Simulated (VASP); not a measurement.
An input for Ansatz (written as the equivalent of a VASP run, and not itself run):

Ansatz 0.2 input:
```yaml
crystal:
  lattice:
    - [0.0000000, 2.4050000, 2.4050000]
    - [2.4050000, 0.0000000, 2.4050000]
    - [2.4050000, 2.4050000, 0.0000000]
  atoms:
    - { symbol: Ca, position: [0.0000000, 0.0000000, 0.0000000] }
    - { symbol: O, position: [0.5000000, 0.5000000, 0.5000000] }
kpoints:
  mp_grid: { grid: [9, 9, 9] }
hamiltonian:
  xc: r2scan
  dispersion: rvv10
  pseudopotentials: { kind: paw }
scf:
  occupations: { method: gaussian, width: 0.05 }
  max_iter: 100
relax:
  max_steps: 60
  f_tol: 0.01
  cell: {}
output: { forces: true, stress: true, eigenvalues: true }
```

Task: Write the VASP files for the same calculation (r2SCAN+rVV10).

Result: This is not unique; one that fits is 
File KPOINTS:
```
K-points
0
G
  9 9 9
```

### POSCAR
```
CaO
1
    0.0000000000     2.4050000000     2.4050000000
    2.4050000000     0.0000000000     2.4050000000
    2.4050000000     2.4050000000     0.0000000000
Ca O
1 1
Direct
  0.0000000000   0.0000000000   0.0000000000
  0.5000000000   0.5000000000   0.5000000000
```

### INCAR
```
LASPH  =  .TRUE.   # aspherical one-centre terms
LWAVE  =  .FALSE.
BPARAM  =  11.95
PREC  =  Accurate
IBRION  =  2   # conjugate gradients
EDIFFG  =  -0.01   # ionic stop
SIGMA  =  0.05
LREAL  =  .FALSE.   # projection in real space or not
NELM  =  100   # most electronic steps
SYSTEM  =  CaO
METAGGA  =  R2SCAN
ISIF  =  3   # ions, shape and volume
LMIXTAU  =  .TRUE.
ISMEAR  =  0   # Gaussian
EDIFF  =  1E-6   # SCF stop (eV)
ENCUT  =  520
CPARAM  =  0.0093
LUSE_VDW  =  .TRUE.
LCHARG  =  .FALSE.
ALGO  =  Normal
NSW  =  60   # most ionic steps
```

POTCAR, in this order: Ca_sv O (PBE.64 set). Program: vasp_std.

What does not carry over: each code has its own PAW files, so the cut-off isn't converted (ENCUT is set for VASP's; basis.ecutwfc is left out, and Ansatz then takes the one that its files recommend); Ansatz stops its SCF on the density residual and VASP on the energy change (EDIFF).

The compound is CaO in the rock salt structure. This run relaxes it. Symmetry was kept, so distortions that lower it aren't found.
